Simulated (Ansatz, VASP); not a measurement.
# KRh6 in VASP and in Ansatz

```xyz
7
Lattice="5.8870 0.0000 0.0000 0.0000 5.8870 0.0000 0.0000 0.0000 5.8870" Properties=species:S:1:pos:R:3 pbc="T T T"
K     0.0000    0.0000    0.0000
Rh    1.1600    2.9435    2.9435
Rh    2.9435    2.9435    4.7270
Rh    2.9435    2.9435    1.1600
Rh    2.9435    1.1600    2.9435
Rh    2.9435    4.7270    2.9435
Rh    4.7270    2.9435    2.9435
```

Change from the starting cell: species swapped into the GdB6 type (Pm-3m, No. 221).

Alike in both runs: functional PBE; k mesh 4 × 4 × 4; occupations gaussian, width 0.1 eV; no spin polarisation.

Ansatz relaxed the structure, and its values are those at the end. VASP's run is a single point on that final structure, the one shown.

|  | VASP | Ansatz |
| --- | --- | --- |
| version | VASP 6.6.1 | Ansatz 0.2.0 |
| potentials or method | VASP PAW PBE potentials, release 64 (K_sv, Rh_pv) | scalar-relativistic, plane waves, PAW |
| plane-wave cutoff (eV) | 520 | 420 |
| valence electrons in the cell | 99 | 111 |

```csv
,VASP,Ansatz,Ansatz less VASP
gap on the k mesh at the Fermi level (eV),none,none,-
pressure (GPa),-0.1,-0.1,-0.03
rms of the force components (eV/Å),0.022,0.001,-0.0212
```

A gap of «none» marks a metal or a gap that the smearing closes. With one functional, cell and mesh, what is left measures potentials, basis and numerics. The two sets of potentials don't hold the same shells in valence.
